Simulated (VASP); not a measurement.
Given:

```xyz
4
Lattice="4.2244 2.1103 2.1103 2.1103 4.2244 2.1103 2.1103 2.1103 4.2244" Properties=species:S:1:pos:R:3 pbc="T T T"
Ni     0.0000     0.0000     0.0000
Ni     4.2226     4.2226     4.2226
O      2.1113     2.1113     2.1113
O      6.3338     6.3338     6.3338
```
Starting moments (μB, in the order of the record's atoms Ni Ni O O): 1.4 -1.4 0.0 0.0.

All values below come from revPBE GGA, VASP's PBE PAW potentials (set 64) (plane waves; VASP). Numerical set-up: 520 eV cut-off, 10×10×10 Γ-centred mesh, tetrahedra with Blöchl corrections, potentials Ni O.

The cores are frozen, which limits the accuracy of field gradients.

Problem. Give the principal components of the electric field gradient (V/Å²) and the asymmetry η at each nucleus.

Solution. 
```tsv
atom	Vxx	Vyy	Vzz	η
Ni1	-0.7	-0.7	1.4	0.00
Ni2	-0.7	-0.7	1.4	0.00
O3	1.3	1.3	-2.6	0.00
O4	1.3	1.3	-2.6	0.00
```

The compound is NiO in the rock salt, AFM-II order structure. It was relaxed first.
